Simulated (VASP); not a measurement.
# How PAW data sets and speed settings change a VASP run on B5W2, part 3 of 4

A convergence test on B5W2: the PAW data sets and speed settings. The series runs use LDA. The start is a cell from a database of measured crystal structures.

VASP 6.6.1, plane waves and PAW; the level of theory is named at each step.

Still holding for the runs below: This run has no spin polarisation. Its electron count is odd, so without a moment it is a metal by construction.

So far. Step 11 (Speed settings: KPAR = 1, NCORE = 8): Against the first of the series the energy stays within 0.01 meV an atom and the pressure within 0.01 GPa, after 13 cycles in 10 s.

### Step 12. Speed settings: KPAR = 2, NCORE = 1

Level of this step: LDA; plane waves and PAW (B, W) (VASP).

Contents of INCAR:

```
SYSTEM = B5W2
PREC = Accurate
ENCUT = 420
EDIFF = 1E-06
NELM = 100
ISMEAR = -1
SIGMA = 0.05
LREAL = .FALSE.
ALGO = Normal
GGA = CA
NBANDS = 20
LASPH = .TRUE.
LORBIT = 11
LWAVE = .FALSE.
LCHARG = .FALSE.
KPAR = 2
NCORE = 1
ISIF = 2
```

Contents of POSCAR:

```
B5W2
1.0
    3.0110000000      0.0000000000      0.0000000000
   -1.5055000000     -2.6076024908      0.0000000000
    0.0000000000      1.7384016605     -6.9766666667
B W
5 2
Direct
    0.8140000000      0.6280000000      0.4420000000
    0.1860000000      0.3720000000      0.5580000000
    0.6670000000      0.3340000000      0.0010000000
    0.3330000000      0.6660000000      0.9990000000
    0.5000000000      0.0000000000      0.5000000000
    0.9250000000      0.8500000000      0.7750000000
    0.0750000000      0.1500000000      0.2250000000
```

Contents of KPOINTS:

```
Automatic mesh
0
Gamma
9 9 9
0 0 0
```

PAW data sets: B and W (PBE family, release 64).

Command:

```sh
> mpirun -np 8 vasp_std
```

What it wrote:

```text
[banner, memory and clock lines left out]
running    8 mpi-ranks, on    1 nodes
[...]
[... a notice as in an earlier step ...]

 [... a notice as in an earlier step ...]

 LDA part: xc-table for (Slater(with rela. corr.)+CA(PZ))
 , standard interpolation
 POSCAR, INCAR and KPOINTS ok, starting setup
[...]
entering main loop
       N       E                     dE             d eps       ncg     rms          rms(c)
DAV:   1     0.583502049025E+02    0.58350E+02   -0.11083E+04  3400   0.104E+03
[... 1 cycle as in an earlier step ...]
DAV:   3    -0.712137415189E+02   -0.80225E+01   -0.76563E+01  5040   0.535E+01
DAV:   4    -0.713627211657E+02   -0.14898E+00   -0.14751E+00  4780   0.609E+00
DAV:   5    -0.713646276463E+02   -0.19065E-02   -0.19006E-02  4732   0.655E-01    0.528E+01
DAV:   6    -0.644068712647E+02    0.69578E+01   -0.56676E+01  4804   0.331E+01    0.165E+01
DAV:   7    -0.639344855860E+02    0.47239E+00   -0.85666E+00  4512   0.187E+01    0.139E+01
[... 1 cycle as in an earlier step ...]
DAV:   9    -0.636157295795E+02   -0.38275E-02   -0.99600E-02  4300   0.208E+00    0.232E-01
DAV:  10    -0.636149875455E+02    0.74203E-03   -0.30578E-03  4552   0.363E-01    0.971E-02
DAV:  11    -0.636148939764E+02    0.93569E-04   -0.46388E-04  4592   0.131E-01    0.296E-02
DAV:  12    -0.636148857441E+02    0.82322E-05   -0.21863E-05  4292   0.354E-02    0.844E-03
DAV:  13    -0.636148851318E+02    0.61236E-06   -0.22743E-06  3120   0.868E-03
   1 F= -.63614885E+02 E0= -.63606194E+02  d E =-.173833E-01
```

Run time: 7.6 s. Hardware: 8 MPI ranks of Intel Xeon Platinum 8488C (Sapphire Rapids), shared host; peak memory 1.1 GiB; 56 s of CPU time.

OUTCAR, selected parts (step 12):

```text
  Total        6.0655438      6.0655438      4.9477656      0.0000000      0.0000000      0.0000000
  in kB      177.4108638    177.4108638    144.7170108      0.0000000      0.0000000      0.0000000
  external PRESSURE =     166.5129128 kB  Pullay stress =       0.0000000 kB

 POSITION                                       TOTAL-FORCE (eV/Angst)
 -----------------------------------------------------------------------------------
      1.50550     -0.86920     -3.08369        -0.000000     -0.000000     -0.464189
      0.00000     -0.00000     -3.89298         0.000000      0.000000      0.464189
      1.50550     -0.86920     -0.00698        -0.000000     -0.000000     -0.420685
      0.00000     -0.00000     -6.96969         0.000000      0.000000      0.420685
      1.50550      0.86920     -3.48833         0.000000      0.000000      0.000000
      1.50550     -0.86920     -5.40692         0.000000      0.000000      0.359479
      0.00000     -0.00000     -1.56975        -0.000000     -0.000000     -0.359479
 -----------------------------------------------------------------------------------
    total drift:                               -0.000000     -0.000000      0.000000

[... 4 parts as in an earlier step ...]

[... 1 further part left out ...]
[key lines of the parts left out:]
E-fermi :  10.7843
```

Against the first of the series the energy stays within 0.01 meV an atom and the pressure within 0.01 GPa, after 13 cycles in 7.6 s.

### Step 13. Speed settings: KPAR = 2, NCORE = 4

Edit INCAR of step 12 so:

```diff
@@ -16,3 +16,3 @@
 KPAR = 2
-NCORE = 1
+NCORE = 4
 ISIF = 2
```

POSCAR is that of step 12.

KPOINTS is that of step 12.

Command:

```sh
> mpirun -np 8 vasp_std
```

What it wrote:

```text
[banner, memory and clock lines left out]
running    8 mpi-ranks, on    1 nodes
[...]
[... a notice as in an earlier step ...]

 LDA part: xc-table for (Slater(with rela. corr.)+CA(PZ))
 , standard interpolation
 POSCAR, INCAR and KPOINTS ok, starting setup
[...]
entering main loop
       N       E                     dE             d eps       ncg     rms          rms(c)
DAV:   1     0.583502049027E+02    0.58350E+02   -0.11083E+04  3400   0.104E+03
DAV:   2    -0.631912736847E+02   -0.12154E+03   -0.11638E+03  4068   0.262E+02
DAV:   3    -0.712137415175E+02   -0.80225E+01   -0.76563E+01  5040   0.535E+01
[... 1 cycle as in an earlier step ...]
DAV:   5    -0.713646276448E+02   -0.19065E-02   -0.19006E-02  4732   0.655E-01    0.528E+01
[... 1 cycle as in an earlier step ...]
DAV:   7    -0.639344855863E+02    0.47239E+00   -0.85666E+00  4512   0.187E+01    0.139E+01
DAV:   8    -0.636119020399E+02    0.32258E+00   -0.16403E+00  4624   0.742E+00    0.415E+00
DAV:   9    -0.636157295807E+02   -0.38275E-02   -0.99600E-02  4300   0.208E+00    0.232E-01
DAV:  10    -0.636149875449E+02    0.74204E-03   -0.30578E-03  4552   0.363E-01    0.971E-02
DAV:  11    -0.636148939773E+02    0.93568E-04   -0.46388E-04  4592   0.131E-01    0.296E-02
DAV:  12    -0.636148857441E+02    0.82332E-05   -0.21863E-05  4292   0.354E-02    0.844E-03
DAV:  13    -0.636148851305E+02    0.61362E-06   -0.22743E-06  3120   0.868E-03
   1 F= -.63614885E+02 E0= -.63606194E+02  d E =-.173833E-01
```

It took 7.6 s on 8 MPI ranks; peak memory 0.9 GiB; 55 s of CPU time.

Parts of OUTCAR (step 13):

```text
  Total        6.0655438      6.0655438      4.9477656      0.0000000      0.0000000      0.0000000
  in kB      177.4108639    177.4108639    144.7170108      0.0000000      0.0000000      0.0000000
  external PRESSURE =     166.5129129 kB  Pullay stress =       0.0000000 kB

 POSITION                                       TOTAL-FORCE (eV/Angst)
 -----------------------------------------------------------------------------------
      1.50550     -0.86920     -3.08369         0.000000     -0.000000     -0.464189
      0.00000     -0.00000     -3.89298         0.000000      0.000000      0.464189
      1.50550     -0.86920     -0.00698        -0.000000     -0.000000     -0.420685
      0.00000     -0.00000     -6.96969         0.000000      0.000000      0.420685
      1.50550      0.86920     -3.48833         0.000000      0.000000     -0.000000
      1.50550     -0.86920     -5.40692         0.000000      0.000000      0.359479
      0.00000     -0.00000     -1.56975         0.000000     -0.000000     -0.359479
 -----------------------------------------------------------------------------------
    total drift:                               -0.000000     -0.000000      0.000000

  FREE ENERGIE OF THE ION-ELECTRON SYSTEM (eV)
  ---------------------------------------------------
  free  energy   TOTEN  =       -63.6148851305 eV

  energy  without entropy=      -63.5975018709  energy(sigma->0) =      -63.60619350

[... 2 parts as in an earlier step ...]

[... 1 further part left out ...]
[key lines of the parts left out:]
E-fermi :  10.7843
```

Against the first of the series the energy stays within 0.01 meV an atom and the pressure within 0.01 GPa, after 13 cycles in 7.6 s.

### Step 14. Speed settings: KPAR = 8, NCORE = 1

Edit INCAR of step 13 so:

```diff
@@ -15,4 +15,4 @@
 LCHARG = .FALSE.
-KPAR = 2
-NCORE = 4
+KPAR = 8
+NCORE = 1
 ISIF = 2
```

POSCAR is that of step 13.

KPOINTS is that of step 13.

Command:

```sh
> mpirun -np 8 vasp_std
```

What it wrote:

```text
[... set-up lines as in an earlier step ...]
 entering main loop
       N       E                     dE             d eps       ncg     rms          rms(c)
[... 13 cycles as in an earlier step ...]
   1 F= -.63614885E+02 E0= -.63606194E+02  d E =-.173833E-01
```

Elapsed: 7.2 s, on 8 MPI ranks; peak memory 1.4 GiB.

Parts of OUTCAR (step 14):

```text
[... 6 parts as in an earlier step ...]

[... 1 further part left out ...]
[key lines of the parts left out:]
E-fermi :  10.7843
```

Against the first of the series the energy stays within 0.01 meV an atom and the pressure within 0.01 GPa, after 13 cycles in 7.2 s.

### Step 15. Speed settings: LREAL = Auto

Edit INCAR of step 14 so:

```diff
@@ -7,3 +7,3 @@
 SIGMA = 0.05
-LREAL = .FALSE.
+LREAL = Auto
 ALGO = Normal
@@ -16,3 +16,2 @@
 KPAR = 8
-NCORE = 1
 ISIF = 2
```

POSCAR is that of step 14.

KPOINTS is that of step 14.

Command:

```sh
> mpirun -np 8 vasp_std
```

What it wrote:

```text
[banner, memory and clock lines left out]
running    8 mpi-ranks, on    1 nodes
[...]
[... a notice as in an earlier step ...]

|                                                                             |
|               ----> ADVICE to this user running VASP <----                  |
|                                                                             |
|     You have a (more or less) 'small supercell' and for smaller cells       |
|     it is recommended to use the reciprocal-space projection scheme!        |
|     The real-space optimization is not efficient for small cells and it     |
|     is also less accurate ...                                               |
|     Therefore, set LREAL=.FALSE. in the INCAR file.                         |
|                                                                             |

 [... a notice as in an earlier step ...]

 LDA part: xc-table for (Slater(with rela. corr.)+CA(PZ))
 , standard interpolation
 POSCAR, INCAR and KPOINTS ok, starting setup
[...]
entering main loop
       N       E                     dE             d eps       ncg     rms          rms(c)
DAV:   1     0.583494474970E+02    0.58349E+02   -0.11083E+04  3400   0.104E+03
DAV:   2    -0.631925407406E+02   -0.12154E+03   -0.11638E+03  4068   0.262E+02
DAV:   3    -0.712151011371E+02   -0.80226E+01   -0.76564E+01  5040   0.535E+01
DAV:   4    -0.713640864607E+02   -0.14899E+00   -0.14751E+00  4780   0.609E+00
[...]
DAV:  11    -0.636160678522E+02    0.93562E-04   -0.46385E-04  4592   0.131E-01    0.296E-02
DAV:  12    -0.636160596221E+02    0.82301E-05   -0.21859E-05  4292   0.354E-02    0.844E-03
DAV:  13    -0.636160590076E+02    0.61453E-06   -0.22707E-06  3112   0.868E-03
   1 F= -.63616059E+02 E0= -.63607367E+02  d E =-.173841E-01
```

It took 12 s on 8 MPI ranks; peak memory 1.4 GiB.

OUTCAR, selected parts (step 15):

```text
  Total        6.0620394      6.0620394      4.9481079      0.0000000      0.0000000      0.0000000
  in kB      177.3083633    177.3083633    144.7270215      0.0000000      0.0000000      0.0000000
  external PRESSURE =     166.4479160 kB  Pullay stress =       0.0000000 kB

 POSITION                                       TOTAL-FORCE (eV/Angst)
 -----------------------------------------------------------------------------------
      1.50550     -0.86920     -3.08369         0.000000     -0.000000     -0.464647
      0.00000     -0.00000     -3.89298        -0.000000      0.000000      0.464647
      1.50550     -0.86920     -0.00698         0.000000     -0.000000     -0.420829
      0.00000     -0.00000     -6.96969         0.000000      0.000000      0.420829
      1.50550      0.86920     -3.48833         0.000000      0.000000      0.000000
      1.50550     -0.86920     -5.40692         0.000000      0.000000      0.360134
      0.00000     -0.00000     -1.56975        -0.000000     -0.000000     -0.360134
 -----------------------------------------------------------------------------------
    total drift:                               -0.000000     -0.000000      0.000000

  FREE ENERGIE OF THE ION-ELECTRON SYSTEM (eV)
  ---------------------------------------------------
  free  energy   TOTEN  =       -63.6160590076 eV

  energy  without entropy=      -63.5986748850  energy(sigma->0) =      -63.60736695

[... 2 parts as in an earlier step ...]

[... 1 further part left out ...]
[key lines of the parts left out:]
E-fermi :  10.7842
```

Against the first of the series the energy moves by -0.17 meV an atom while the pressure stays within 0.01 GPa, after 13 cycles in 12 s.

### Step 16. Speed settings: NSIM = 1

Edit INCAR of step 15 so:

```diff
@@ -7,3 +7,3 @@
 SIGMA = 0.05
-LREAL = Auto
+LREAL = .FALSE.
 ALGO = Normal
@@ -17 +17,2 @@
 ISIF = 2
+NSIM = 1
```

POSCAR is that of step 15.

KPOINTS is that of step 15.

Command:

```sh
> mpirun -np 8 vasp_std
```

What it wrote:

```text
[... set-up lines as in an earlier step ...]
 entering main loop
       N       E                     dE             d eps       ncg     rms          rms(c)
DAV:   1     0.703836568621E+02    0.70384E+02   -0.10695E+04  3428   0.104E+03
DAV:   2    -0.606145445652E+02   -0.13100E+03   -0.12238E+03  3940   0.280E+02
DAV:   3    -0.709974447915E+02   -0.10383E+02   -0.97964E+01  4728   0.628E+01
DAV:   4    -0.713540058270E+02   -0.35656E+00   -0.34787E+00  4480   0.100E+01
[...]
DAV:  11    -0.636148972324E+02    0.20517E-03   -0.91302E-04  4278   0.202E-01    0.318E-02
DAV:  12    -0.636148863085E+02    0.10924E-04   -0.60604E-05  4254   0.609E-02    0.148E-02
DAV:  13    -0.636148853232E+02    0.98532E-06   -0.50041E-06  3896   0.148E-02
   1 F= -.63614885E+02 E0= -.63606193E+02  d E =-.173840E-01
```

Elapsed: 6.2 s, on 8 MPI ranks; peak memory 1.4 GiB.

Parts of OUTCAR (step 16):

```text
  Total        6.0665949      6.0665949      4.9480446      0.0000000      0.0000000      0.0000000
  in kB      177.4416059    177.4416059    144.7251720      0.0000000      0.0000000      0.0000000
  external PRESSURE =     166.5361280 kB  Pullay stress =       0.0000000 kB

 POSITION                                       TOTAL-FORCE (eV/Angst)
 -----------------------------------------------------------------------------------
      1.50550     -0.86920     -3.08369        -0.000000     -0.000000     -0.464412
      0.00000     -0.00000     -3.89298         0.000000      0.000000      0.464412
      1.50550     -0.86920     -0.00698        -0.000000     -0.000000     -0.420656
      0.00000     -0.00000     -6.96969         0.000000      0.000000      0.420656
      1.50550      0.86920     -3.48833         0.000000      0.000000      0.000000
      1.50550     -0.86920     -5.40692        -0.000000      0.000000      0.358998
      0.00000     -0.00000     -1.56975         0.000000     -0.000000     -0.358998
 -----------------------------------------------------------------------------------
    total drift:                               -0.000000     -0.000000      0.000000

  FREE ENERGIE OF THE ION-ELECTRON SYSTEM (eV)
  ---------------------------------------------------
  free  energy   TOTEN  =       -63.6148853232 eV

  energy  without entropy=      -63.5975013265  energy(sigma->0) =      -63.60619332

[... 2 parts as in an earlier step ...]

[... 1 further part left out ...]
[key lines of the parts left out:]
E-fermi :  10.7843
```

Against the first of the series the energy stays within 0.01 meV an atom; the pressure moves by +0.01 GPa, after 13 cycles in 6.2 s.

### Step 17. Speed settings: NSIM = 8

Edit INCAR of step 16 so:

```diff
@@ -17,2 +17,2 @@
 ISIF = 2
-NSIM = 1
+NSIM = 8
```

POSCAR is that of step 16.

KPOINTS is that of step 16.

Command:

```sh
> mpirun -np 8 vasp_std
```

What it wrote:

```text
[... set-up lines as in an earlier step ...]
 entering main loop
       N       E                     dE             d eps       ncg     rms          rms(c)
DAV:   1     0.423372531560E+02    0.42337E+02   -0.11414E+04  3400   0.104E+03
DAV:   2    -0.659401858961E+02   -0.10828E+03   -0.10401E+03  4468   0.233E+02
DAV:   3    -0.712836866868E+02   -0.53435E+01   -0.51080E+01  5504   0.408E+01
DAV:   4    -0.713633328146E+02   -0.79646E-01   -0.79046E-01  5312   0.366E+00
[...]
DAV:  11    -0.636148883751E+02    0.39070E-04   -0.21522E-04  5156   0.824E-02    0.240E-02
DAV:  12    -0.636148854376E+02    0.29376E-05   -0.12234E-05  4768   0.250E-02    0.977E-03
DAV:  13    -0.636148851359E+02    0.30167E-06   -0.85564E-07  2644   0.593E-03
   1 F= -.63614885E+02 E0= -.63606193E+02  d E =-.173833E-01
```

Run time: 7.8 s. Hardware: 8 MPI ranks; peak memory 1.5 GiB.

OUTCAR, selected parts (step 17):

```text
  Total        6.0662166      6.0662166      4.9488464      0.0000000      0.0000000      0.0000000
  in kB      177.4305413    177.4305413    144.7486236      0.0000000      0.0000000      0.0000000
  external PRESSURE =     166.5365688 kB  Pullay stress =       0.0000000 kB

 POSITION                                       TOTAL-FORCE (eV/Angst)
 -----------------------------------------------------------------------------------
      1.50550     -0.86920     -3.08369         0.000000     -0.000000     -0.464035
      0.00000     -0.00000     -3.89298        -0.000000      0.000000      0.464035
      1.50550     -0.86920     -0.00698        -0.000000     -0.000000     -0.420657
      0.00000     -0.00000     -6.96969         0.000000      0.000000      0.420657
      1.50550      0.86920     -3.48833         0.000000      0.000000      0.000000
      1.50550     -0.86920     -5.40692         0.000000      0.000000      0.359108
      0.00000     -0.00000     -1.56975        -0.000000     -0.000000     -0.359108
 -----------------------------------------------------------------------------------
    total drift:                               -0.000000     -0.000000      0.000000

  FREE ENERGIE OF THE ION-ELECTRON SYSTEM (eV)
  ---------------------------------------------------
  free  energy   TOTEN  =       -63.6148851359 eV

  energy  without entropy=      -63.5975017973  energy(sigma->0) =      -63.60619347

[... 2 parts as in an earlier step ...]

[... 1 further part left out ...]
[key lines of the parts left out:]
E-fermi :  10.7843
```

Against the first of the series the energy stays within 0.01 meV an atom; the pressure moves by +0.01 GPa, after 13 cycles in 7.8 s.

### Step 18. Speed settings: ALGO = Fast

Edit INCAR of step 17 so:

```diff
@@ -8,3 +8,3 @@
 LREAL = .FALSE.
-ALGO = Normal
+ALGO = Fast
 GGA = CA
@@ -17,2 +17 @@
 ISIF = 2
-NSIM = 8
```

POSCAR is that of step 17.

KPOINTS is that of step 17.

Command:

```sh
> mpirun -np 8 vasp_std
```

What it wrote:

```text
[... set-up lines as in an earlier step ...]
 entering main loop
       N       E                     dE             d eps       ncg     rms          rms(c)
[... 5 cycles as in an earlier step ...]
RMM:   6    -0.638348131363E+02    0.75298E+01   -0.29069E+01  3908   0.255E+01    0.121E+01
RMM:   7    -0.636991094279E+02    0.13570E+00   -0.66496E+00  3975   0.158E+01    0.158E+01
RMM:   8    -0.636601893547E+02    0.38920E-01   -0.11796E+00  4284   0.543E+00    0.571E+00
RMM:   9    -0.636106712478E+02    0.49518E-01   -0.33282E-01  4067   0.319E+00    0.471E+00
[...]
RMM:  15    -0.636148840334E+02    0.15487E-04   -0.14386E-04  4285   0.555E-02    0.142E-01
RMM:  16    -0.636148864486E+02   -0.24151E-05   -0.37215E-05  4422   0.287E-02    0.943E-02
RMM:  17    -0.636148855088E+02    0.93982E-06   -0.98835E-06  3648   0.132E-02
   1 F= -.63614886E+02 E0= -.63606195E+02  d E =-.173819E-01
```

Wall time 8 s (8 MPI ranks); peak memory 1.4 GiB.

OUTCAR, selected parts (step 18):

```text
  Total        6.0701964      6.0701964      4.9489620      0.0000000      0.0000000      0.0000000
  in kB      177.5469475    177.5469475    144.7520047      0.0000000      0.0000000      0.0000000
  external PRESSURE =     166.6152999 kB  Pullay stress =       0.0000000 kB

 POSITION                                       TOTAL-FORCE (eV/Angst)
 -----------------------------------------------------------------------------------
      1.50550     -0.86920     -3.08369        -0.000000     -0.000000     -0.463882
      0.00000     -0.00000     -3.89298         0.000000      0.000000      0.463882
      1.50550     -0.86920     -0.00698         0.000000     -0.000000     -0.420569
      0.00000     -0.00000     -6.96969         0.000000      0.000000      0.420569
      1.50550      0.86920     -3.48833         0.000000      0.000000      0.000000
      1.50550     -0.86920     -5.40692         0.000000      0.000000      0.360695
      0.00000     -0.00000     -1.56975        -0.000000     -0.000000     -0.360695
 -----------------------------------------------------------------------------------
    total drift:                               -0.000000     -0.000000      0.000000

  FREE ENERGIE OF THE ION-ELECTRON SYSTEM (eV)
  ---------------------------------------------------
  free  energy   TOTEN  =       -63.6148855088 eV

  energy  without entropy=      -63.5975036272  energy(sigma->0) =      -63.60619457

[... 2 parts as in an earlier step ...]

[... 1 further part left out ...]
[key lines of the parts left out:]
E-fermi :  10.7841
```

Against the first of the series the energy stays within 0.01 meV an atom; the pressure moves by +0.02 GPa, after 17 cycles in 8 s.

(Continued in part 4 of 4.)

[Lines on the potential files, build, host, timing and source positions are cut from VASP's logs without a mark.]

[Logs are printed without paths, hosts, clocks, repeated set-up lines and the standing remarks that a program may print on its own settings, such as how far it seeks lower states.]

[Hosts, paths, dates, database ids (printed as entryN), source tags and the programs' standing remarks are cut or masked in the printed files.]

[A measured line is paired with the nearest computed mode of its activity, which favours agreement.]
